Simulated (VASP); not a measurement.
Calculation: vdW-DF2, VASP's PBE PAW potentials (set 64) (plane waves; VASP).

Input for VASP

**KPOINTS**
```
kpoints
0
Gamma
 7 7 4
```

POSCAR:
```
ZrS2
1
    1.8708657662    -3.2404345853     0.0000000000
    1.8708657662     3.2404345853     0.0000000000
    0.0000000000     0.0000000000     5.9677120626
Zr S
1 2
Direct
  0.0000000000   0.0000000000   0.0000000000
  0.3333330000   0.6666670000   0.2406077011
  0.6666670000   0.3333330000   0.7593922989
```

INCAR:
```
# general
SYSTEM   = ZrS2
PREC     = Accurate
ENCUT    = 520
LREAL    = .FALSE.
LASPH    = .TRUE.

# electronic loop
EDIFF    = 1E-7
NELM     = 100
ALGO     = Normal
LMAXMIX  = 4

# smearing
ISMEAR   = 0
SIGMA    = 0.05

# functional
GGA      = ML
LUSE_VDW = .TRUE.
AGGAC    = 0.0
ZAB_VDW  = -1.8867

# ions
IBRION   = 2
NSW      = 30
ISIF     = 4
EDIFFG   = -0.01

# output
LWAVE    = .FALSE.
LCHARG   = .FALSE.
```

POTCAR, in this order: Zr_sv S (PBE.64 set). Program: vasp_std.

Predict the energy per atom (σ→0).

| Item | Value |
|---|---|
| energy per atom (σ→0) | -4.964 eV/atom |

**OSZICAR**
```
...
DAV:   1    -0.148936452775E+02   -0.11677E-02   -0.64503E-02   896   0.202E+00    0.205E-01
DAV:   2    -0.148927887799E+02    0.85650E-03   -0.37872E-03  1016   0.405E-01    0.104E-01
DAV:   3    -0.148926464553E+02    0.14232E-03   -0.36412E-04  1216   0.123E-01    0.446E-02
DAV:   4    -0.148926087729E+02    0.37682E-04   -0.10077E-04  1248   0.720E-02    0.157E-02
DAV:   5    -0.148926070151E+02    0.17578E-05   -0.14675E-05  1224   0.246E-02    0.605E-03
DAV:   6    -0.148926067652E+02    0.24997E-06   -0.18336E-06  1216   0.862E-03    0.291E-03
DAV:   7    -0.148926067806E+02   -0.15432E-07   -0.45846E-07   976   0.471E-03
   5 F= -.14892607E+02 E0= -.14892607E+02  d E =-.969979E-03
```

The compound is ZrS2 in the 1T layered structure. This cell is one point of a volume scan, at 0.97 of the reference volume. Symmetry was kept, so distortions that lower it aren't found.
